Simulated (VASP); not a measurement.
OSZICAR of a VASP run on ZnSe (zinc blende):

**OSZICAR**
```
       N       E                     dE             d eps       ncg     rms          rms(c)
DAV:   1     0.791478694620E+02    0.79148E+02   -0.78620E+03   400   0.165E+03
DAV:   2     0.288288890879E+00   -0.78860E+02   -0.77571E+02   424   0.287E+02
DAV:   3    -0.614496880746E+01   -0.64333E+01   -0.59265E+01   442   0.782E+01
DAV:   4    -0.631644063201E+01   -0.17147E+00   -0.17140E+00   450   0.109E+01
DAV:   5    -0.631826032524E+01   -0.18197E-02   -0.18189E-02   442   0.104E+00    0.445E+00
DAV:   6    -0.603884157612E+01    0.27942E+00   -0.97970E-01   676   0.361E+01    0.343E+00
DAV:   7    -0.602500077754E+01    0.13841E-01   -0.26161E-01   420   0.581E+00    0.141E+00
DAV:   8    -0.602541557506E+01   -0.41480E-03   -0.48262E-03   432   0.838E-01    0.461E-01
DAV:   9    -0.602569007613E+01   -0.27450E-03   -0.12393E-03   444   0.576E-01    0.697E-02
DAV:  10    -0.602575152451E+01   -0.61448E-04   -0.14687E-04   448   0.247E-01    0.289E-02
DAV:  11    -0.602578680194E+01   -0.35277E-04   -0.57911E-05   426   0.844E-02    0.634E-03
DAV:  12    -0.602578742597E+01   -0.62403E-06   -0.22906E-06   380   0.145E-02
   1 F= -.60257874E+01 E0= -.60257874E+01  d E =-.356484E-13
```

### Question
Which electronic solver shows in the log?

### Answer
It is blocked Davidson (ALGO = Normal, or the opening steps of other solvers). The INCAR had ALGO = Normal.

### Question
Can the final energy be trusted as converged?

### Answer
Self-consistency was reached. It stopped with EDIFF = 1E-6, NELM = 100 (PBE GGA, plane waves, VASP's PBE PAW potentials (set 64)).

The compound is ZnSe in the zinc blende structure. The cell was not relaxed at this level. The run is one of a series of settings (NBANDS = 10 against the base run), some of them coarse on purpose.
